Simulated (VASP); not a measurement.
The system is Mg2ZnTeS2.

```
Mg Zn Te S
1.0
    -1.92000    2.71500    5.76000
     1.92000   -2.71500    5.76000
     1.92000    2.71500   -5.76000
Mg Zn Te S
2 1 1 2
Direct
  0.33300 0.33300 0.00000
  0.66700 0.66700 0.00000
  0.00000 0.00000 0.00000
  0.50000 0.00000 0.50000
  0.16700 0.66700 0.50000
  0.83300 0.33300 0.50000
```

The cell was built by a generator and needn't be a form met in nature.

* Program: VASP 6.6.1
* Task: relaxation of cell and atoms
* Functional: PBE
* Potentials or basis: VASP PAW PBE potentials, release 64 (Mg, Zn, Te, S)
* Cutoff: 520 eV
* k mesh: 5 × 5 × 5
* Occupations: gaussian, width 0.15 eV
* Spin: no spin polarisation

At the start: pressure 1.8 GPa; volume 20.02 Å³/atom.

Q: Where does the relaxation end?

A: Over 10 steps the energy falls by 71.9 meV/atom and the volume is 20.32 Å³/atom (+1.5 %); space group Immm (No. 71, to 0.05 Å).

Step by step:
```
step  energy change (eV)  largest force (eV/Å)  pressure (GPa)  volume (Å³)
   1              0.0000                1.5484            1.78       120.10
   2             -0.2256                0.9687           -0.57       123.98
   3             -0.2944                0.6089           -2.24       127.27
   4             -0.2979                0.5287           -2.44       128.16
   5             -0.4026                0.2924           -0.11       122.68
   6             -0.4076                0.2410            0.46       121.65
   7             -0.4081                0.2216            0.76       121.27
   8             -0.4294                0.0644            0.43       121.69
   9             -0.4305                0.1078            0.29       122.00
  10             -0.4316                0.0686            0.32       121.89
```

Final structure:
```cif
data_structure
_symmetry_space_group_name_H-M 'P 1'
_symmetry_Int_Tables_number 1
_cell_length_a 6.7456
_cell_length_b 6.7456
_cell_length_c 6.7456
_cell_angle_alpha 146.461
_cell_angle_beta 133.545
_cell_angle_gamma 58.504
_cell_volume 121.89
loop_
_atom_site_label
_atom_site_type_symbol
_atom_site_fract_x
_atom_site_fract_y
_atom_site_fract_z
_atom_site_occupancy
Mg1 Mg 0.30871 0.30871 0.00000 1
Mg2 Mg 0.69129 0.69129 0.00000 1
Zn1 Zn 0.00000 0.00000 0.00000 1
Te1 Te 0.50000 0.00000 0.50000 1
S1 S 0.16758 0.66758 0.50000 1
S2 S 0.83242 0.33242 0.50000 1
```

Caveat: the k mesh is coarse (spacing up to 0.40 Å⁻¹), so the values aren't converged.
